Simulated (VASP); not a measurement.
The input files of a VASP run:

KPOINTS:
```
Automatic mesh
0
Gamma
8 8 7
0 0 0
```

### INCAR
```
SYSTEM = SnO
PREC = Accurate; ENCUT = 620; LREAL = F
LASPH = T
EDIFF = 1E-6; NELM = 100; ALGO = Normal
LMAXMIX = 4
ISMEAR = 1; SIGMA = 0.1
GGA = PE
IBRION = 2; NSW = 40; ISIF = 3
EDIFFG = -0.02; PSTRESS = 200
LWAVE = F; LCHARG = F
```

**POSCAR**
```
SnO
1
    3.7441677681     0.0000000000     0.0000000000
    0.0000000000     3.7441677681     0.0000000000
    0.0000000000     0.0000000000     4.3767534689
Sn O
2 2
Direct
  0.5000000000   0.0000000000   0.7333880581
  0.0000000000   0.5000000000   0.2666119419
  0.5000000000   0.5000000000   0.0000000000
  0.0000000000   0.0000000000   0.0000000000
```

POTCAR, in this order: Sn_d O (PBE.64 set). Program: vasp_std.

Write an equivalent input for Quantum ESPRESSO's pw.x.

One equivalent input (not run):
```
&CONTROL
  calculation = 'vc-relax'
  pseudo_dir = './pseudo'
  outdir = './out'
  tprnfor = .true.
  tstress = .true.
  nstep = 40
  forc_conv_thr = 0.00078
/
&SYSTEM
  ibrav = 0
  nat = 4
  ntyp = 2
  ecutwfc = 84
  occupations = 'smearing'
  smearing = 'methfessel-paxton'
  degauss = 0.00735
  input_dft = 'pbe'
/
&ELECTRONS
  conv_thr = 7.3e-08
  electron_maxstep = 100
/
&IONS
/
&CELL
  press = 200
/
ATOMIC_SPECIES
  Sn 118.710 Sn.upf
  O 15.999 O.upf
CELL_PARAMETERS angstrom
     3.7441678    0.0000000    0.0000000
     0.0000000    3.7441678    0.0000000
     0.0000000    0.0000000    4.3767535
ATOMIC_POSITIONS crystal
  Sn   0.5000000  0.0000000  0.7333881
  Sn   0.0000000  0.5000000  0.2666119
  O    0.5000000  0.5000000  0.0000000
  O    0.0000000  0.0000000  0.0000000
K_POINTS automatic
  8 8 7 0 0 0
```
The two are equivalent in intent, not identical: the potentials are each code's own (VASP's PAW set, PseudoDojo norm-conserving files in pw.x), so ENCUT and ecutwfc are chosen apart and not converted; conv_thr bounds pw.x's estimated SCF error, while EDIFF bounds the energy change between steps; forc_conv_thr acts on force components and is met together with etot_conv_thr.

The compound is SnO in the litharge structure. This run relaxes it under an external pressure of 20 GPa. Symmetry was kept, so distortions that lower it aren't found.
